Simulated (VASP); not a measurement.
## Antimonene and its bilayer

Aim: relax antimonene, place its levels against the vacuum, then find how two sheets stack and bind.

Program: VASP 6.6.1. Level of theory: PBE with D3(BJ); plane waves and PAW (Sb), in the first sound run; inputs show where later runs differ. Results are calculated unless marked as measured.

### Step 1. Starting point

The cell holds 2 atoms: 2 Sb. Its edges and angles: a = 4.120 Å, b = 4.120 Å, c = 22.000 Å, α = 90.0°, β = 90.0°, γ = 120.0°. Vacuum lies along c.

Structure file:

```xyz
2
Lattice="4.1200 0.0000 0.0000 -2.0600 3.5680 0.0000 0.0000 0.0000 22.0000" Properties=species:S:1:pos:R:3
Sb    0.0000    2.3787   10.1800
Sb    2.0600    1.1893   11.8200
```

### Step 2. Relaxing the monolayer

The sheet's cell relaxes in its plane with the atoms, while the vacuum is kept.

INCAR

```
SYSTEM = Sb
PREC = Normal
ENCUT = 350
EDIFF = 1E-06
NELM = 120
ISMEAR = 0
SIGMA = 0.03
LREAL = .FALSE.
ALGO = Normal
GGA = PE
IVDW = 12
NBANDS = 11
LORBIT = 11
LWAVE = .FALSE.
LCHARG = .FALSE.
KPAR = 4
IBRION = 2
NSW = 50
ISIF = 3
EDIFFG = -0.015
POTIM = 0.4
IDIPOL = 3
LDIPOL = .TRUE.
DIPOL = 0.5 0.5 0.5
LATTICE_CONSTRAINTS = .TRUE. .TRUE. .FALSE.
```

POSCAR

```
Sb
1.0
    4.1200000000      0.0000000000      0.0000000000
   -2.0600000000      3.5680246636      0.0000000000
    0.0000000000      0.0000000000     22.0000000000
Sb
2
Direct
    0.3333333333      0.6666666667      0.4627272727
    0.6666666667      0.3333333333      0.5372727273
```

KPOINTS

```
Automatic mesh
0
Gamma
9 9 1
0 0 0
```

PAW data sets: Sb (PBE family, release 64).

Launch:

```
$ mpirun -np 4 vasp_std
```

Log:

```text
[banner, memory and clock lines left out]
running    4 mpi-ranks, on    1 nodes
 distrk:  each k-point on    1 cores,    4 groups
 distr:  one band on    1 cores,    1 groups

 POSCAR found type information on POSCAR Sb
 POSCAR found :  1 types and       2 ions
 LDA part: xc-table for (Slater+PW92), standard interpolation
 POSCAR, INCAR and KPOINTS ok, starting setup
 FFT: planning ... GRIDC
 FFT: planning ... GRID_SOFT
 FFT: planning ... GRID
 WAVECAR not read
 entering main loop
       N       E                     dE             d eps       ncg     rms          rms(c)
DAV:   1     0.488216615214E+02    0.48822E+02   -0.21621E+03   264   0.417E+02
DAV:   2    -0.433318820652E+01   -0.53155E+02   -0.49731E+02   413   0.836E+01
DAV:   3    -0.807579975346E+01   -0.37426E+01   -0.37338E+01   356   0.286E+01
DAV:   4    -0.814663397412E+01   -0.70834E-01   -0.70829E-01   334   0.500E+00
DAV:   5    -0.814865314214E+01   -0.20192E-02   -0.20192E-02   337   0.975E-01    0.298E+00
DAV:   6    -0.812090934933E+01    0.27744E-01   -0.14297E-02   303   0.641E-01    0.182E+00
DAV:   7    -0.810257377440E+01    0.18336E-01   -0.33453E-02   303   0.948E-01    0.108E-01
DAV:   8    -0.810236684510E+01    0.20693E-03   -0.19474E-03   365   0.242E-01    0.475E-02
DAV:   9    -0.810220413240E+01    0.16271E-03   -0.26995E-04   347   0.800E-02    0.195E-02
DAV:  10    -0.810215664745E+01    0.47485E-04   -0.70946E-05   336   0.360E-02    0.105E-02
DAV:  11    -0.810218555208E+01   -0.28905E-04   -0.67152E-05   285   0.291E-02    0.815E-03
DAV:  12    -0.810237710755E+01   -0.19156E-03   -0.35130E-05   298   0.233E-02    0.383E-03
DAV:  13    -0.810246332706E+01   -0.86220E-04   -0.42100E-06   333   0.102E-02    0.202E-03
DAV:  14    -0.810252310555E+01   -0.59778E-04   -0.25207E-06   328   0.643E-03    0.892E-04
DAV:  15    -0.810254837631E+01   -0.25271E-04   -0.65033E-07   342   0.282E-03    0.649E-04
DAV:  16    -0.810255426782E+01   -0.58915E-05   -0.11098E-07   359   0.109E-03    0.164E-04
DAV:  17    -0.810255621082E+01   -0.19430E-05   -0.39377E-08   282   0.680E-04    0.126E-04
DAV:  18    -0.810255645358E+01   -0.24277E-06   -0.28013E-09   225   0.223E-04
   1 F= -.85636823E+01 E0= -.85636823E+01  d E =-.856368E+01
 curvature:   0.00 expect dE= 0.000E+00 dE for cont linesearch  0.000E+00
 trial: gam= 0.00000 g(F)=  0.613E-05 g(S)=  0.893E-02 ort = 0.000E+00 (trialstep = 0.100E+01)
 search vector abs. value=  0.893E-02
 bond charge predicted
       N       E                     dE             d eps       ncg     rms          rms(c)
DAV:   1    -0.810400510424E+01   -0.14489E-02   -0.20424E-01   284   0.199E+00    0.324E-01
DAV:   2    -0.810031719837E+01    0.36879E-02   -0.47556E-03   305   0.403E-01    0.191E-01
DAV:   3    -0.809830263311E+01    0.20146E-02   -0.49990E-03   288   0.303E-01    0.625E-02
DAV:   4    -0.809830994267E+01   -0.73096E-05   -0.80747E-05   290   0.557E-02    0.542E-02
DAV:   5    -0.809830771586E+01    0.22268E-05   -0.53426E-06   337   0.154E-02    0.292E-02
DAV:   6    -0.809830671616E+01    0.99970E-06   -0.76406E-06   326   0.157E-02
   2 F= -.85688070E+01 E0= -.85688070E+01  d E =-.512475E-02
[...]
3 F= -.85688966E+01 E0= -.85688966E+01  d E =-.521430E-02
[...]
4 F= -.85701396E+01 E0= -.85701396E+01  d E =-.124302E-02
 trial-energy change:   -0.001243  1 .order   -0.001254   -0.001787   -0.000722
 step:   1.8130(harm=  1.7243)  dis= 0.01058  next Energy=    -8.570410 (dE=-0.151E-02)
 bond charge predicted
       N       E                     dE             d eps       ncg     rms          rms(c)
DAV:   1    -0.809625792303E+01    0.63712E-03   -0.15529E-02   309   0.645E-01    0.610E-02
DAV:   2    -0.809614152127E+01    0.11640E-03   -0.53649E-04   293   0.122E-01    0.317E-02
DAV:   3    -0.809608262614E+01    0.58895E-04   -0.66082E-05   330   0.413E-02    0.151E-02
DAV:   4    -0.809606095745E+01    0.21669E-04   -0.41319E-05   295   0.305E-02    0.726E-03
DAV:   5    -0.809606036629E+01    0.59115E-06   -0.24489E-06   311   0.897E-03
   5 F= -.85703804E+01 E0= -.85703804E+01  d E =-.148386E-02
 curvature:  -1.01 expect dE=-0.408E-05 dE for cont linesearch -0.380E-05
 trial: gam= 0.00000 g(F)=  0.400E-05 g(S)=  0.580E-07 ort =-0.882E-04 (trialstep = 0.119E+01)
 search vector abs. value=  0.406E-05
 reached required accuracy - stopping structural energy minimisation
```

It took 10 s on 4 MPI ranks of Intel Xeon 6975P-C (Granite Rapids), shared host; peak memory 0.83 GiB; 35 s of CPU time.

The logs omit lines about the potential files and the build; timing stands in the text.

OUTCAR, selected parts (step 2):

```text
ion  position               nearest neighbor table
   1  0.333  0.667  0.463-   2 2.89   2 2.89   2 2.89
   2  0.667  0.333  0.537-   1 2.89   1 2.89   1 2.89

  LATTYP: Found a hexagonal cell.
 ALAT       =     4.1200000000
 C/A-ratio  =     5.3398058252

 Subroutine GETGRP returns: Found 12 space group operations
 (whereof 12 operations were pure point group operations)

The static configuration has the point symmetry D_3d.

 Found     12 irreducible k-points:

   k-points           NKPTS =     12   k-points in BZ     NKDIM =     12   number of bands    NBANDS=     11

   dimension x,y,z NGX =    20 NGY =   20 NGZ =  108
   dimension x,y,z NGXF=    40 NGYF=   40 NGZF=  216

   ENCUT  =  350.0 eV  25.72 Ry    5.07 a.u.   6.28  6.28 33.56*2*pi/ulx,y,z

   NELECT =      10.0000    total number of electrons

 k-points in reciprocal lattice and weights: Automatic mesh
   0.00000000  0.00000000  0.00000000       0.012
   0.11111111  0.00000000  0.00000000       0.074
   0.22222222  0.00000000  0.00000000       0.074
   0.33333333  0.00000000  0.00000000       0.074
   0.44444444  0.00000000  0.00000000       0.074
   0.11111111  0.11111111  0.00000000       0.074
   0.22222222  0.11111111  0.00000000       0.148
   0.33333333  0.11111111  0.00000000       0.148
   0.44444444  0.11111111  0.00000000       0.074
   0.22222222  0.22222222  0.00000000       0.074
   0.33333333  0.22222222  0.00000000       0.148
   0.33333333  0.33333333  0.00000000       0.025

 Edisp (eV)   -0.47325

 dipolmoment           0.000000      0.000000     -0.000000 electrons x Angstroem

 average (electrostatic) potential at core
       1 -94.8890       2 -94.8890

 E-fermi :  -2.3259

 k-point     1 :       0.0000    0.0000    0.0000
  band No.  band energies     occupation
      1     -14.0190      2.00000
      2      -8.9955      2.00000
      3      -3.3370      2.00000
      4      -2.5007      2.00000
      5      -2.5007      2.00000
      6      -0.8701      0.00000
      7       0.2717      0.00000
      8       0.2717      0.00000
      9       1.6205      0.00000
     10       1.8522      0.00000
    ...

 k-point     2 :       0.1111    0.0000    0.0000
  band No.  band energies     occupation
      1     -13.8834      2.00000
      2      -8.9808      2.00000
      3      -3.6401      2.00000
      4      -3.2729      2.00000
      5      -2.8001      2.00000
      6      -0.4365      0.00000
      7       0.3577      0.00000
      8       0.5433      0.00000
      9       1.8126      0.00000
     10       2.0039      0.00000
    ...

 k-point     3 :       0.2222    0.0000    0.0000
  band No.  band energies     occupation
      1     -13.4848      2.00000
      2      -9.0494      2.00000
      3      -5.0250      2.00000
      4      -3.3610      2.00000
      5      -3.1946      2.00000
      6      -1.1287      0.00000
      7       0.9111      0.00000
      8       0.9496      0.00000
      9       2.1248      0.00000
     10       2.4595      0.00000
    ...

 Edisp (eV)   -0.47432

  Total       0.00123     0.00123    -0.01153     0.00000    -0.00000     0.00000
  in kB       0.00624     0.00624    -0.05871     0.00000    -0.00000     0.00000
  external pressure =       -0.02 kB  Pullay stress =        0.00 kB

  energy-cutoff  :      350.00
  volume of cell :      314.66
      direct lattice vectors                 reciprocal lattice vectors
     4.063901449  0.000000000  0.000000000     0.246068959  0.142067980  0.000000000
    -2.031950724  3.519441893  0.000000000     0.000000000  0.284135960  0.000000000
     0.000000000  0.000000000 22.000000000     0.000000000  0.000000000  0.045454545

 POSITION                                       TOTAL-FORCE (eV/Angst)
 -----------------------------------------------------------------------------------
     -0.00000      2.34629     10.16902         0.000000      0.000000      0.007201
      2.03195      1.17315     11.83098        -0.000000     -0.000000     -0.007201
 -----------------------------------------------------------------------------------
    total drift:                                0.000000     -0.000000     -0.000000

  FREE ENERGIE OF THE ION-ELECTRON SYSTEM (eV)
  ---------------------------------------------------
  free  energy   TOTEN  =        -8.5703804174 eV

  energy  without entropy=       -8.5703804174  energy(sigma->0) =       -8.57038042

 reached required accuracy - stopping structural energy minimisation

 vacuum level on the upper side and lower side of the slab         2.178         2.178

 total charge
# of ion       s       p       d       tot
------------------------------------------
    1        1.211   1.168   0.027   2.407
    2        1.211   1.168   0.027   2.407
--------------------------------------------------
tot          2.422   2.337   0.055   4.814

[... 3 further parts left out ...]
```

CONTCAR:

```
Sb
   1.00000000000000
     4.0639014488151046    0.0000000000000000    0.0000000000000000
    -2.0319507244075523    3.5194418931580476    0.0000000000000000
     0.0000000000000000    0.0000000000000000   22.0000000000000000
  Sb
     2
Direct
     0.3333333332999970    0.6666666667000030    0.4622283598478648
     0.6666666667000030    0.3333333332999970    0.5377716401521353
```

The gap is read on the k-mesh alone, so it is an upper bound where the band edges lie off the mesh. The run keeps the 12 symmetry operations of its start, so it cannot find a distortion of lower symmetry.

Step by step:

| step | energy less that of the first step (eV) | largest force (eV/Å) | pressure (GPa) | volume (Å³) |
| --- | --- | --- | --- | --- |
| 1 | 0.0000 | 0.0089 | -0.16 | 323.41 |
| 2 | -0.0051 | 0.1316 | 0.02 | 317.43 |
| 3 | -0.0052 | 0.1496 | 0.04 | 316.59 |
| 4 | -0.0065 | 0.0607 | 0.02 | 315.50 |
| 5 | -0.0067 | 0.0072 | 0.00 | 314.66 |

| cell as run | before | after | change |
| --- | --- | --- | --- |
| a (Å) | 4.120 | 4.064 | -1.4 % |
| b (Å) | 4.120 | 4.064 | -1.4 % |

The atoms that moved most (Å, along periodic axes as changes of fractional coordinates times the final cell, across vacuum about the mean position):

| atom | dx | dy | dz | length |
| --- | --- | --- | --- | --- |
| Sb1 | 0.000 | 0.000 | -0.011 | 0.011 |
| Sb2 | 0.000 | 0.000 | 0.011 | 0.011 |

Final coordinates:

```cif
data_structure
_symmetry_space_group_name_H-M 'P 1'
_symmetry_Int_Tables_number 1
_cell_length_a 4.0639
_cell_length_b 4.0639
_cell_length_c 22.0000
_cell_angle_alpha 90.000
_cell_angle_beta 90.000
_cell_angle_gamma 120.000
_cell_volume 314.66
loop_
_atom_site_label
_atom_site_type_symbol
_atom_site_fract_x
_atom_site_fract_y
_atom_site_fract_z
_atom_site_occupancy
Sb1 Sb 0.33333 0.66667 0.46223 1
Sb2 Sb 0.66667 0.33333 0.53777 1
```

This step gave:

```yaml
electronic_cycles: 39
electrons: 10
free_energy_toten: -8.570 eV
fermi_energy: -2.326 eV
metallic: no
dipole_moment: 0, 0, 0 e·Å
gap_on_the_k_mesh: 1.141 eV
least_direct_gap_on_the_k_mesh: 1.631 eV
```

The run ended after 5 ionic steps, 0.007 eV below its first step, once forces and stress met EDIFFG = -0.015.

### Step 3. A second relaxation

The plane waves were chosen for the start cell, so the relaxation is repeated from its end.

INCAR: that of step 2 with these lines changed.

```diff
@@ -17,3 +17,3 @@
 IBRION = 2
-NSW = 50
+NSW = 30
 ISIF = 3
```

POSCAR

```
Sb
1.0
    4.0639014488      0.0000000000      0.0000000000
   -2.0319507244      3.5194418932      0.0000000000
    0.0000000000      0.0000000000     22.0000000000
Sb
2
Direct
    0.3333333333      0.6666666667      0.4622283598
    0.6666666667      0.3333333333      0.5377716402
```

KPOINTS is that of step 2.

Launch:

```
$ mpirun -np 4 vasp_std
```

Log:

```text
[... set-up lines as in an earlier step ...]
 entering main loop
       N       E                     dE             d eps       ncg     rms          rms(c)
DAV:   1     0.409883131058E+02    0.40988E+02   -0.22752E+03   264   0.424E+02
DAV:   2    -0.473518935876E+01   -0.45724E+02   -0.42760E+02   409   0.815E+01
DAV:   3    -0.807294108835E+01   -0.33378E+01   -0.33279E+01   351   0.272E+01
DAV:   4    -0.814357240682E+01   -0.70631E-01   -0.70622E-01   335   0.485E+00
DAV:   5    -0.814577129262E+01   -0.21989E-02   -0.21989E-02   363   0.936E-01    0.303E+00
DAV:   6    -0.811590659749E+01    0.29865E-01   -0.15769E-02   294   0.654E-01    0.185E+00
DAV:   7    -0.809599344944E+01    0.19913E-01   -0.37812E-02   303   0.990E-01    0.108E-01
DAV:   8    -0.809571677775E+01    0.27667E-03   -0.20995E-03   341   0.254E-01    0.383E-02
DAV:   9    -0.809551268520E+01    0.20409E-03   -0.20920E-04   380   0.741E-02    0.195E-02
DAV:  10    -0.809544449300E+01    0.68192E-04   -0.11695E-04   316   0.412E-02    0.121E-02
DAV:  11    -0.809551159973E+01   -0.67107E-04   -0.65712E-05   285   0.288E-02    0.906E-03
DAV:  12    -0.809574250379E+01   -0.23090E-03   -0.27378E-05   322   0.239E-02    0.340E-03
DAV:  13    -0.809582381726E+01   -0.81313E-04   -0.29650E-06   340   0.834E-03    0.167E-03
DAV:  14    -0.809588138456E+01   -0.57567E-04   -0.19721E-06   342   0.492E-03    0.803E-04
DAV:  15    -0.809590477407E+01   -0.23390E-04   -0.67357E-07   342   0.267E-03    0.387E-04
DAV:  16    -0.809590803583E+01   -0.32618E-05   -0.45744E-08   319   0.670E-04    0.181E-04
DAV:  17    -0.809590950338E+01   -0.14675E-05   -0.24235E-08   274   0.476E-04    0.576E-05
DAV:  18    -0.809590965277E+01   -0.14939E-06   -0.15323E-09   225   0.149E-04
   1 F= -.85702297E+01 E0= -.85702297E+01  d E =-.857023E+01
 curvature:   0.00 expect dE= 0.000E+00 dE for cont linesearch  0.000E+00
 trial: gam= 0.00000 g(F)=  0.424E-05 g(S)=  0.144E-06 ort = 0.000E+00 (trialstep = 0.100E+01)
 search vector abs. value=  0.439E-05
 reached required accuracy - stopping structural energy minimisation
```

Run time: 4.6 s. Hardware: 4 MPI ranks; peak memory 0.8 GiB; 14 s of CPU time.

OUTCAR, selected parts (step 3):

```text
  LATTYP: Found a hexagonal cell.
 ALAT       =     4.0639014488
 C/A-ratio  =     5.4135171035

The static configuration has the point symmetry D_3d.

 Found     12 irreducible k-points:

   ENCUT  =  350.0 eV  25.72 Ry    5.07 a.u.   6.20  6.20 33.56*2*pi/ulx,y,z

   NELECT =      10.0000    total number of electrons

 dipolmoment           0.000000      0.000000      0.000000 electrons x Angstroem

 E-fermi :  -2.3202

 k-point     1 :       0.0000    0.0000    0.0000
  band No.  band energies     occupation
      1     -14.0147      2.00000
      2      -8.9913      2.00000
      3      -3.3332      2.00000
      4      -2.4963      2.00000
      5      -2.4963      2.00000
      6      -0.8659      0.00000
      7       0.2761      0.00000
      8       0.2761      0.00000
      9       1.6449      0.00000
     10       1.8839      0.00000
    ...

 k-point     2 :       0.1111   -0.0000    0.0000
  band No.  band energies     occupation
      1     -13.8790      2.00000
      2      -8.9766      2.00000
      3      -3.6358      2.00000
      4      -3.2691      2.00000
      5      -2.7957      2.00000
      6      -0.4322      0.00000
      7       0.3623      0.00000
      8       0.5476      0.00000
      9       1.8372      0.00000
     10       2.0352      0.00000
    ...

 Edisp (eV)   -0.47432

  Total      -0.00193    -0.00193    -0.02129    -0.00000     0.00000     0.00000
  in kB      -0.00985    -0.00985    -0.10841    -0.00000     0.00000     0.00000
  external pressure =       -0.04 kB  Pullay stress =        0.00 kB

 POSITION                                       TOTAL-FORCE (eV/Angst)
 -----------------------------------------------------------------------------------
     -0.00000      2.34629     10.16902        -0.000000      0.000000      0.007414
      2.03195      1.17315     11.83098         0.000000     -0.000000     -0.007414
 -----------------------------------------------------------------------------------
    total drift:                               -0.000000      0.000000      0.000000

  FREE ENERGIE OF THE ION-ELECTRON SYSTEM (eV)
  ---------------------------------------------------
  free  energy   TOTEN  =        -8.5702297038 eV

  energy  without entropy=       -8.5702297038  energy(sigma->0) =       -8.57022970

 vacuum level on the upper side and lower side of the slab         2.119         2.119

[... 6 parts as in an earlier step ...]

[... 7 further parts left out ...]
```

Little changed from the start: no atom moved by 0.005 Å and no cell edge by 0.1 %.

This step gave:

```yaml
electronic_cycles: 18
fermi_energy: -2.320 eV
gap_on_the_k_mesh: 1.140 eV
least_direct_gap_on_the_k_mesh: 1.630 eV
```

The start already met the threshold, so nothing moved.

[end of part 1 of 5]

[Lines on the potential files, build, host, timing and source positions are cut from VASP's logs without a mark.]

[Logs are printed without paths, hosts, clocks, repeated set-up lines and the standing remarks that a program may print on its own settings, such as how far it seeks lower states.]

[Hosts, paths, dates, database ids (printed as entryN), source tags and the programs' standing remarks are cut or masked in the printed files.]

[Runs that stopped without an error message from VASP are left out.]
